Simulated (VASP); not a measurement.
```
B
1.0
    1.71081     0.00000     0.00000
   -0.85541     1.48161     0.00000
    0.00000     0.00000     6.92983
B
2
Direct
  0.33333   0.66667   0.25000
  0.66667   0.33333   0.75000
```

These are PBEsol GGA, VASP's PBE PAW potentials (set 64) (plane waves; VASP) values and carry that method's errors. Settings: 520 eV cut-off, Gaussian smearing of 0.050 eV, potentials B.

**Question.** Predict the band gap (along the path) with the smallest direct gap where there is one.

**Answer.** 
* **band gap (along the path)**: none (metal, semimetal or under 0.01 eV)

The structure was generated: B was put into the hcp type (P6_3/mmc), which need not be its known phase. It was relaxed first, which changed the volume by +49 %.
